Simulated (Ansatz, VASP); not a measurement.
**InBiP2: VASP beside Ansatz**

Aim: how closely do two programs agree when they are given the same cell, functional and k mesh? The cell is invented: As first built, before any earlier steps moved the atoms (in the runner's words): it takes the InP structure with some of its atoms replaced by other elements, volume scaled by an estimate. It may not be a known or stable phase. The cell is taken from a series of VASP runs on this material, whose earlier steps may have relaxed, scaled or displaced it; both programs get it as it stands.

Main program and level: Ansatz 0.2.0; plane waves, with VASP 6.6.1 beside it; single point at PBE and band structure at PBE.

## (1) Starting point

The structure is trigonal, space group R3m (No. 160). Conventional cell: a = 4.204 Å, b = 4.204 Å, c = 23.794 Å, α = 90.00°, β = 90.00°, γ = 120.00°. Nearest to Bi lie 4 P at 2.75 to 3.16 Å. In has 4 P at 2.56 to 2.67 Å nearest. Nearest to P lie 1 In at 2.67 Å and 3 Bi at 2.75 Å. Nearest to P lie 3 In at 2.56 Å and 1 Bi at 3.16 Å. As first built, before any earlier steps moved the atoms (in the runner's words): sites of the InP structure (space group 216) filled with other elements, volume scaled by an estimate. Farther neighbours are not listed.

Structure file:

```
Bi In P
1.0
     2.10184    1.21350    7.93128
    -2.10184    1.21350    7.93128
     0.00000   -2.42700    7.93129
Bi In P
1 1 2
Cartesian
  0.0000 0.0000 11.9274
  0.0000 0.0000 0.0314
  0.0000 0.0000 2.6992
  0.0000 0.0000 15.0843
```

## (2) VASP: single point, PBE

With cell and atoms fixed, the geometry can't cause a difference; cores, projectors, grids and the points listed under the comparison can.

Lines of VASP's logs that name or quote its potential files are left out, and so is its time.

File INCAR:

```
SYSTEM = InBiP2
PREC = Accurate
ENCUT = 400
EDIFF = 1E-06
NELM = 100
ISMEAR = 0
SIGMA = 0.05
LREAL = .FALSE.
ALGO = Normal
GGA = PE
NBANDS = 25
LORBIT = 11
LWAVE = .FALSE.
LCHARG = .TRUE.
ISIF = 2
LELF = .TRUE.
LVHAR = .TRUE.
```

File POSCAR:

```
InBiP2
1.0
    2.1018449888      1.2135002369      7.9312849891
   -2.1018449888      1.2135002369      7.9312849891
    0.0000000000     -2.4270016545      7.9312850203
Bi In P
1 1 2
Direct
    0.5012803093      0.5012803093      0.5012803093
    0.0013209236      0.0013209236      0.0013209236
    0.1134403002      0.1134403002      0.1134403001
    0.6339584669      0.6339584669      0.6339584670
```

File KPOINTS:

```
Automatic mesh
0
Gamma
7 7 7
0 0 0
```

PAW data sets: Bi_d, In_d and P (PBE family, release 64).

On the command line:

```console
mpirun -np 2 vasp_std
```

Numbers of over 12 decimals in the logs are rounded to 6 here.

Output:

```text
[banner, memory and clock lines left out]
running    2 mpi-ranks, on    1 nodes
 distrk:  each k-point on    2 cores,    1 groups
 distr:  one band on    1 cores,    2 groups

 POSCAR found type information on POSCAR BiInP
 POSCAR found :  3 types and       4 ions
 LDA part: xc-table for (Slater+PW92), standard interpolation
|                                                                             |
|           W    W    AA    RRRRR   N    N  II  N    N   GGGG   !!!           |
|           W    W   A  A   R    R  NN   N  II  NN   N  G    G  !!!           |
|           W    W  A    A  R    R  N N  N  II  N N  N  G       !!!           |
|           W WW W  AAAAAA  RRRRR   N  N N  II  N  N N  G  GGG   !            |
|           WW  WW  A    A  R   R   N   NN  II  N   NN  G    G                |
|           W    W  A    A  R    R  N    N  II  N    N   GGGG   !!!           |
|                                                                             |
|     The number of bands has been changed from the values supplied in        |
|     The orbitals not found in the WAVECAR file will be initialized with     |
|     random numbers, which is usually adequate. For correlated               |
|     calculations, however, you should redo the groundstate calculation.     |
|     I found NBANDS = 25. Now, NBANDS = 26.                                  |
|                                                                             |

 POSCAR, INCAR and KPOINTS ok, starting setup
 FFT: planning ... GRIDC
 FFT: planning ... GRID_SOFT
 FFT: planning ... GRID
 WAVECAR not read
 entering main loop
       N       E                     dE             d eps       ncg     rms          rms(c)
DAV:   1     0.310326860178E+03    0.31033E+03   -0.15617E+04  2288   0.129E+03
DAV:   2     0.147171413054E+02   -0.29561E+03   -0.28949E+03  2352   0.356E+02
DAV:   3    -0.166548661252E+02   -0.31372E+02   -0.30854E+02  2982   0.135E+02
DAV:   4    -0.178631062960E+02   -0.12082E+01   -0.12055E+01  2808   0.290E+01
DAV:   5    -0.179186963388E+02   -0.55590E-01   -0.55582E-01  3518   0.558E+00    0.636E+00
DAV:   6    -0.168404440710E+02    0.10783E+01   -0.28556E+00  3058   0.114E+01    0.341E+00
DAV:   7    -0.168292407888E+02    0.11203E-01   -0.76900E-01  3128   0.344E+00    0.189E+00
DAV:   8    -0.168235556008E+02    0.56852E-02   -0.78439E-02  3054   0.198E+00    0.714E-01
DAV:   9    -0.168232892522E+02    0.26635E-03   -0.12616E-02  3272   0.696E-01    0.186E-01
DAV:  10    -0.168236217289E+02   -0.33248E-03   -0.15214E-03  3248   0.238E-01    0.102E-01
DAV:  11    -0.168239998280E+02   -0.37810E-03   -0.42593E-04  2514   0.107E-01    0.245E-02
DAV:  12    -0.168240458321E+02   -0.46004E-04   -0.54581E-05  2824   0.386E-02    0.201E-02
DAV:  13    -0.168240557225E+02   -0.98904E-05   -0.15484E-05  2168   0.197E-02    0.709E-03
DAV:  14    -0.168240580584E+02   -0.23359E-05   -0.31954E-06  2308   0.929E-03    0.161E-03
DAV:  15    -0.168240582898E+02   -0.23133E-06   -0.38307E-07  1664   0.413E-03
   1 F= -.16824058E+02 E0= -.16824058E+02  d E =-.284726E-07
```

OUTCAR, selected parts (step 2):

```text
ion  position               nearest neighbor table
   1  0.501  0.501  0.501-   3 2.75   3 2.75   3 2.75   4 3.16
   2  0.001  0.001  0.001-   4 2.56   4 2.56   4 2.56   3 2.67
   3  0.113  0.113  0.113-   2 2.67   1 2.75   1 2.75   1 2.75
   4  0.634  0.634  0.634-   2 2.56   2 2.56   2 2.56   1 3.16

  LATTYP: Found a trigonal (rhomboedric) cell.
 ALAT       =     8.2943123139
 COS(alpha) =     0.8715687840

 Subroutine GETGRP returns: Found  6 space group operations
 (whereof  6 operations were pure point group operations)

The static configuration has the point symmetry C_3v.

 Found     44 irreducible k-points:

   k-points           NKPTS =     44   k-points in BZ     NKDIM =     44   number of bands    NBANDS=     26

   dimension x,y,z NGX =    54 NGY =   54 NGZ =   54
   dimension x,y,z NGXF=   108 NGYF=  108 NGZF=  108

   ENCUT  =  400.0 eV  29.40 Ry    5.42 a.u.  13.53 13.53 13.53*2*pi/ulx,y,z

   NELECT =      38.0000    total number of electrons

 k-points in reciprocal lattice and weights: Automatic mesh
   0.00000000  0.00000000  0.00000000       0.003
   0.14285714  0.00000000  0.00000000       0.017
   0.28571429  0.00000000  0.00000000       0.017
   0.42857143  0.00000000  0.00000000       0.017
   0.14285714  0.14285714  0.00000000       0.017
   0.28571429  0.14285714  0.00000000       0.035
   0.42857143  0.14285714  0.00000000       0.035
  -0.42857143  0.14285714  0.00000000       0.035
  -0.28571429  0.14285714  0.00000000       0.035
[...]
0.42857143  0.42857143  0.42857143       0.006
  -0.42857143  0.42857143  0.42857143       0.017

 average (electrostatic) potential at core
       1-106.8160       2 -96.4390       3 -84.1774       4 -83.3584

 E-fermi :   4.6317

 k-point     1 :       0.0000    0.0000    0.0000
  band No.  band energies     occupation
    ...
     15       2.8011      2.00000
     16       2.8011      2.00000
     17       3.1569      2.00000
     18       4.1264      2.00000
     19       4.1264      2.00000
     20       4.8947      0.00000
     21       6.2466      0.00000
     22       6.2940      0.00000
     23       6.2940      0.00000
     24       9.0052      0.00000
    ...

 k-point     2 :       0.1429    0.0000    0.0000
  band No.  band energies     occupation
    ...
     15       2.1648      2.00000
     16       2.5198      2.00000
     17       3.0623      2.00000
     18       3.6461      2.00000
     19       3.7994      2.00000
     20       5.3709      0.00000
     21       6.2959      0.00000
     22       6.6934      0.00000
     23       7.0839      0.00000
     24       8.6819      0.00000
    ...

 k-point     3 :       0.2857    0.0000    0.0000
  band No.  band energies     occupation
    ...
     15       0.9006      2.00000
     16       2.0225      2.00000
     17       2.2998      2.00000
     18       3.2441      2.00000
     19       4.0377      2.00000
     20       5.1316      0.00000
     21       6.7987      0.00000
     22       7.2918      0.00000
     23       7.4390      0.00000
     24       8.5534      0.00000
    ...

  Total        0.0003774      0.0003774      0.0085442      0.0000000     -0.0000000      0.0000000
  in kB        0.0049813      0.0049813      0.1127842      0.0000000     -0.0000000      0.0000000
  external PRESSURE =       0.0409156 kB  Pullay stress =       0.0000000 kB

  energy-cutoff  :      400.00
  volume of cell :      121.38
      direct lattice vectors                 reciprocal lattice vectors
     2.101844989  1.213500237  7.931284989     0.237886239  0.137343700  0.042027665
    -2.101844989  1.213500237  7.931284989    -0.237886239  0.137343700  0.042027665
     0.000000000 -2.427001655  7.931285020     0.000000000 -0.274687400  0.042027644

 POSITION                                       TOTAL-FORCE (eV/Angst)
 -----------------------------------------------------------------------------------
      0.00000     -0.00000     11.92739         0.000000     -0.000000      0.004328
      0.00000     -0.00000      0.03143         0.000000     -0.000000      0.008878
      0.00000     -0.00000      2.69918         0.000000      0.000000     -0.008686
      0.00000     -0.00000     15.08432         0.000000      0.000000     -0.004521
 -----------------------------------------------------------------------------------
    total drift:                                0.000000      0.000006      0.001238

  FREE ENERGIE OF THE ION-ELECTRON SYSTEM (eV)
  ---------------------------------------------------
  free  energy   TOTEN  =       -16.8240582898 eV

  energy  without entropy=      -16.8240582613  energy(sigma->0) =      -16.82405828

 total charge
# of ion       s       p       d       tot
------------------------------------------
    1        1.592   1.203   9.928  12.723
    2        0.834   0.695   9.894  11.423
    3        1.075   1.379   0.000   2.454
    4        1.053   1.433   0.000   2.486
--------------------------------------------------
tot          4.554   4.710  19.822  29.086

[... 3 further parts left out ...]
```

The run ends at a pressure of 0.00 GPa, with forces up to 0.0089 eV/Å.

## (3) Ansatz: single point, PBE

Ansatz runs on its default PAW (the set named soft_2) files.

The same cell, functional, mesh and smearing now go to Ansatz, which takes its cutoff from its data sets.

File input.yaml:

```yaml
crystal:
  lattice:
    - [2.1018449888, 1.2135002369, 7.9312849891]
    - [-2.1018449888, 1.2135002369, 7.9312849891]
    - [0.0, -2.4270016545, 7.9312850203]
  atoms:
    - { symbol: Bi, position: [0.5012803093, 0.5012803093, 0.5012803093] }
    - { symbol: In, position: [0.0013209236, 0.0013209236, 0.0013209236] }
    - { symbol: P, position: [0.1134403002, 0.1134403002, 0.1134403001] }
    - { symbol: P, position: [0.6339584669, 0.6339584669, 0.633958467] }
hamiltonian:
  xc: pbe
  pseudopotentials: { kind: paw }
kpoints:
  mp_grid: { grid: [7, 7, 7] }
scf:
  occupations: { method: gaussian, width: 0.05 }
  n_extra_bands: 5
output:
  forces: true
  stress: true
  eigenvalues: true
  write_density: true
  write_potential: true
  elf: true
  volumetric_format: npy
```

On the command line:

```console
ansatz run input.yaml --threads 2 --pin off --max-ram 4608MiB --backend cpu --events-out ev --progress --plain --runs-dir out
```

Output:

```text
basis.fft_grid_basis auto: the FFT boxes are laid along the combinations [[1, -1, 0], [0, 1, 0], [0, -1, 1]] of the cell's own vectors, 4.204, 8.294 and 4.204 Å long. The dense box has 30×60×30 points. Along the cell's own vectors, as sized, it would have 60×60×60, 4.00 times as many. Of the 6 symmetry operations that the crystal satisfies within crystal.symmetry.tolerance (time reversal apart; of a slab, those that  [...]
scf.n_extra_bands = 5 over 19 filled bands (N_el = 38.0): the run solves 24 bands
Engine: ansatz 0.2.0, aarch64-unknown-linux-gnu
Pseudopotentials: kind: paw
Pseudopotential: Bi, paw, valence charge 15, recommended cutoff 420 eV (normal), Bi.paw.azcp
Pseudopotential: In, paw, valence charge 13, recommended cutoff 420 eV (normal), In.paw.azcp
Pseudopotential: P, paw, valence charge 5, recommended cutoff 420 eV (normal), P.paw.azcp
Functional definition: PBE
  parameter kappa = 0.804
  parameter beta = 0.066725
  exchange = pbe_x(kappa = kappa, mu = beta*pi^2/3)
  correlation = pbe_c(beta = beta)
Crystal: 4 atoms, lattice volume = 121.377 Å³
Basis set: ecut = 420 eV, 2325 PW (Γ), FFT grids on a1−a2, a2, −a2+a3, exchange–correlation on 60×120×60 points (8 copies of the dense FFT grid, shifted against one another)
Bands: 24, of which v1, the nominal top of the filled ones, is band 19 counted from 1 (18 counted from 0)
Symmetry: 6 space group operations
Space group: R3m (ITA 160), of the structure as read, at distance tolerance 5.0e-5 Å
k-points: 44 of 343 (time reversal used)
Non-local potential: Bi, projectors of the file, l = 0: 2, l = 1: 2, l = 2: 2, l = 3: 2
Non-local potential: In, projectors of the file, l = 0: 2, l = 1: 2, l = 2: 2, l = 3: 2
Non-local potential: P, projectors of the file, l = 0: 2, l = 1: 2, l = 2: 2
PAW form: soft (Blöchl's): semilocal exchange-correlation on the pseudo side does not see the compensation charge
PAW one-centre angular grid: Bi, 590 points (default); XC on 64 Gauss nodes
PAW one-centre angular grid: In, 590 points (default); XC on 64 Gauss nodes
PAW one-centre angular grid: P, 110 points (default); XC on 64 Gauss nodes
Initial density: superposition of atomic densities (neutral atoms: chi_scale 0, normalization atom), corrected by the library's trained network
Initial wavefunctions: pseudopotential atomic-orbital guess
Functional: x = pbe(κ = 0.804, μ = 0.219515), c = pbe(β = 0.066725)
SCF iter   1: F=—  HF=-19505.408575 eV  |F-HF|=—  |Δ(HF+E_count)|=         —  Δρ=2.95e-3  dr2=2.67e-2  ethr=1.77e-3  ⟨swp⟩=7.5  Hψ=5631  notcnv=0
preconditioner: auto → Resta (q_TF=auto, 2.248 Å⁻¹)  ε∞=3.6  [insulator: Δε(μ)=0.301 eV  Ē_g=11.043 eV  σ=0.050 eV  W_gap=1.00  n_scr=28 (ndim 8)  ℏωp=17.8 eV  f_vac=0.034  D(μ)=0.00/eV (n_scr^D=0)  ε∞_Penn≈3.6]
SCF iter   2: F=—  HF=-19505.401060 eV  |F-HF|=—  |Δ(HF+E_count)|=   7.52e-3  Δρ=1.35e-3  dr2=3.35e-3  ethr=7.03e-5  ⟨swp⟩=2.8  Hψ=2236  notcnv=0  defer=27
SCF iter   3: F=—  HF=-19505.401073 eV  |F-HF|=—  |Δ(HF+E_count)|=   1.29e-5  Δρ=5.56e-4  dr2=7.83e-4  ethr=8.82e-6  ⟨swp⟩=2.1  Hψ=1272  notcnv=0  defer=27
SCF iter   4: F=—  HF=-19505.401279 eV  |F-HF|=—  |Δ(HF+E_count)|=   2.07e-4  Δρ=2.20e-4  dr2=1.63e-4  ethr=2.06e-6  ⟨swp⟩=2.7  Hψ=1563  notcnv=0  defer=27
SCF iter   5: F=—  HF=-19505.401356 eV  |F-HF|=—  |Δ(HF+E_count)|=   7.63e-5  Δρ=8.63e-5  dr2=1.71e-5  ethr=4.28e-7  ⟨swp⟩=2.1  Hψ=1353  notcnv=0  defer=27
SCF iter   6: F=—  HF=-19505.401383 eV  |F-HF|=—  |Δ(HF+E_count)|=   2.72e-5  Δρ=2.40e-5  dr2=1.52e-6  ethr=4.49e-8  ⟨swp⟩=2.9  Hψ=1942  notcnv=0  defer=27
SCF iter   7: F=-19505.401385 eV  HF=-19505.401385 eV  |F-HF|=1.14e-7  |Δ(HF+E_count)|=   1.86e-6  Δρ=7.24e-6  dr2=9.62e-8  ethr=2.63e-10  ⟨swp⟩=15.9  Hψ=9896  notcnv=0
SCF 1 converged in 7 iterations: F = -19505.401385 eV  dr2 = 9.62e-8
  greatest PAW one-centre occupation: 0.988 electrons in one spin orbital (limit 2), on the Bi atom at site 0 (counted from 0), in its partial waves of l = 2
SCF converged after 7 iterations
Free energy (F): -19505.401385 eV
Harris-Foulkes:  -19505.401385 eV  (|F-HF|=1.14e-7)
Internal energy: -19505.401385 eV  (E = F + TS)
E sigma→0 (E₀):  -19505.401385 eV
Entropy (-TS):   -0.000000 eV (-0.000 meV/atom)
Fermi energy:    6.532333 eV
--- Per-component energies (eV) ---
  E_band       = -222.561130
  E_kinetic    = 681.350837
  E_local      = -3351.334136  (includes V_loc(G=0)·N_el)
  E_nonlocal   = 995.658072
  E_hartree    = 1209.434768
  E_xc         = -487.638963
  E_vxc        = -362.295342  (∫ρ·V_xc dr)
  E_paw        = -15956.766327  (= ΣΔE_a)
  E_vpaw       = -604.813893  (= ΣTr[D̂ρ^β])
  E_aug_tail   = -0.000397  (compensation charges beyond the density's cutoff)
  E_ewald      = -2596.105237
  E_smearing   = -0.000000  (= −TS)
  E_closure    = 0.000000  (closes the sum)
  Σ components = -19505.401385   (vs F -19505.401385, Δ=0.00e0)
--- Forces (eV/Å), atoms counted from 1 ---
  atom   1  Bi     0.00000000     0.00000000    -0.00160307
  atom   2  In     0.00000000    -0.00000000     0.01350623
  atom   3  P      0.00000000     0.00000000    -0.00657071
  atom   4  P      0.00000000     0.00000000    -0.00540343
  max |Σ_I F_I| component: 7.10e-5 eV/Å
--- Stress (GPa, compression-positive) ---
        0.052976       0.000000       0.000000
        0.000000       0.052976      -0.000000
        0.000000      -0.000000       0.078384
  P = ⅓ Tr σ = 0.0614 GPa (0.614 kbar)
--- Band table (eV; the first three rows and the last of 44) ---
  k-point 0: bands = [... 15 lower, 4.6996, 5.0551, 6.0199, 6.0199, 6.7979, 8.1408, 8.1933, 8.1933, ... 1 higher]
  k-point 1: bands = [... 15 lower, 4.4184, 4.9598, 5.5438, 5.6931, 7.2742, 8.1949, 8.5923, 8.9788, ... 1 higher]
  k-point 2: bands = [... 15 lower, 3.9211, 4.1982, 5.1378, 5.9380, 7.0326, 8.6958, 9.1902, 9.3381, ... 1 higher]
  k-point 43: bands = [... 15 lower, 4.4315, 4.7610, 5.6563, 6.3725, 7.4882, 8.4618, 8.6652, 8.7194, ... 1 higher]
```

Elapsed: 8.6 s, on 2 threads of Arm Neoverse V2, shared host; peak memory 0.42 GiB.

In the SCF lines HF is the Harris–Foulkes energy and dr2 the Hartree energy of the density residual, in eV; the loop may stop once dr2 is under the threshold and the program's other checks hold. Hψ counts applications of the Hamiltonian.

The run ends at a pressure of 0.06 GPa, with forces up to 0.014 eV/Å.

## (4) Comparison

Known differences besides the potentials themselves: the cutoff is 420 eV in Ansatz and 400 eV in VASP; VASP leaves aspherical gradient terms in its spheres out (LASPH is not set), Ansatz keeps them. Total energies have different zeros and are not compared.

Compared:

```csv
quantity,Ansatz,VASP,difference
pressure (GPa),0.06,0.00,+0.06
gap on the k mesh (eV),0.320,0.323,-0.004
```

At this near-relaxed geometry the largest component of a force difference is 6 meV/Å. A gap on the mesh is an upper bound, since the band edges may lie between its points; neither run holds spin-orbit coupling, which can move the band edges of a compound of Bi. Ansatz's pressure holds a Pulay correction of 0.03 GPa; VASP's holds none.

## (5) Ansatz: band structure, PBE

Levels along a path test the potential and the projectors away from the mesh points.

The cell is taken from a series of VASP runs on this material, whose earlier steps may have relaxed, scaled or displaced it; both programs get it as it stands.

input.yaml, the sections that differ from step 3:

```yaml
kpoints:
  mp_grid: { grid: [7, 7, 7] }
  band_path:
    path:
      - [0.0, 0.0, 0.0]
      - [0.13333, 0.0, 0.0]
      - [0.3, 0.0, 0.0]
      - [0.46667, 0.0, 0.0]
      - [0.5, 0.03645, -0.03645]
      - [0.5, 0.09721, -0.09721]
      - [0.5, 0.15797, -0.15797]
      - [0.77536, 0.5, 0.22464]
      - [0.66945, 0.5, 0.33055]
      - [0.60591, 0.5, 0.39409]
      - [0.56355, 0.5, 0.43645]
      - [0.46667, 0.46667, 0.46667]
      - [0.3, 0.3, 0.3]
      - [0.13333, 0.13333, 0.13333]
      - [0.0, 0.0, 0.0]
      - [0.11371, 0.0, -0.11371]
      - [0.20468, 0.0, -0.20468]
      - [0.31839, 0.0, -0.31839]
      - [0.62709, 0.37291, 0.0]
      - [0.57414, 0.42586, 0.0]
      - [0.52118, 0.47882, 0.0]
      - [0.5, 0.5, 0.0]
      - [0.52118, 0.52118, 0.0243]
      - [0.57414, 0.57414, 0.08506]
      - [0.62709, 0.62709, 0.14582]
      - [0.64827, 0.64827, 0.20345]
      - [0.59532, 0.59532, 0.30936]
      - [0.54236, 0.54236, 0.41527]
      - [0.5, 0.0, 0.0]
      - [0.60591, 0.11371, 0.11371]
      - [0.71182, 0.22742, 0.22742]
      - [0.81773, 0.34114, 0.34114]
    npoints: 1
scf:
  occupations: { method: gaussian, width: 0.05 }
  n_extra_bands: 8
# crystal, hamiltonian, output: as in step 3
```

Output:

```text
[...]
Crystal: 4 atoms, lattice volume = 121.377 Å³
Basis set: ecut = 420 eV, 2325 PW (Γ), FFT grids on a1−a2, a2, −a2+a3, exchange–correlation on 60×120×60 points (8 copies of the dense FFT grid, shifted against one another)
Bands: 27, of which v1, the nominal top of the filled ones, is band 19 counted from 1 (18 counted from 0)
Symmetry: 6 space group operations
[...]
k-point 0: bands = [... 15 lower, 4.6996, 5.0551, 6.0199, 6.0199, 6.7979, 8.1408, 8.1933, 8.1933, ... 4 higher]
  k-point 1: bands = [... 15 lower, 4.4184, 4.9598, 5.5438, 5.6931, 7.2742, 8.1949, 8.5923, 8.9788, ... 4 higher]
  k-point 2: bands = [... 15 lower, 3.9211, 4.1982, 5.1378, 5.9380, 7.0326, 8.6958, 9.1902, 9.3381, ... 4 higher]
  k-point 43: bands = [... 15 lower, 4.4315, 4.7610, 5.6564, 6.3725, 7.4882, 8.4618, 8.6652, 8.7194, ... 4 higher]
[key lines of the parts left out:]
SCF converged after 7 iterations
Free energy (F): -19505.401385 eV
Fermi energy:    6.532328 eV
P = ⅓ Tr σ = 0.0615 GPa (0.615 kbar)
```

Run time: 12 s. Hardware: 2 threads; peak memory 0.43 GiB; 23 s of CPU time.

[end of part 1 of 2]

[Lines on the potential files, build, host, timing and source positions are cut from VASP's logs without a mark.]

[Logs are printed without paths, hosts, clocks, repeated set-up lines and the standing remarks that a program may print on its own settings, such as how far it seeks lower states.]

[Hosts, paths, dates, database ids (printed as entryN), source tags and the programs' standing remarks are cut or masked in the printed files.]
